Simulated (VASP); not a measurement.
Consider the following.

```yaml
crystal:
  lattice:
    - [3.72420, 0.00000, 0.00000]
    - [0.00000, 3.72420, 0.00000]
    - [0.00000, 0.00000, 3.72420]
  atoms:
    - { symbol: Cs, position: [0.00000, 0.00000, 0.00000] }
    - { symbol: H, position: [0.50000, 0.50000, 0.50000] }
```

All values below come from PBEsol GGA, VASP's PBE PAW potentials (set 64) (plane waves; VASP 6.6.1). Settings: 400 eV cut-off, Gaussian smearing of 0.050 eV, potentials Cs_sv H.

Unless said otherwise, spin-orbit coupling is left out, though it shifts the bands of the heavy elements here.

Q: What does the run give for the band gap (along the path) with the smallest direct gap where there is one?

A: 
```json
{
  "band gap (along the path)": "2.49 eV",
  "smallest direct gap (along the path)": "2.49 eV"
}
```

The absolute energy has meaning only against runs of the same code, potentials and settings.

The structure comes from a computed database's CsH entry (Pm-3m); how it stands against other phases isn't given here. It was relaxed first, which changed the volume by -7 %.
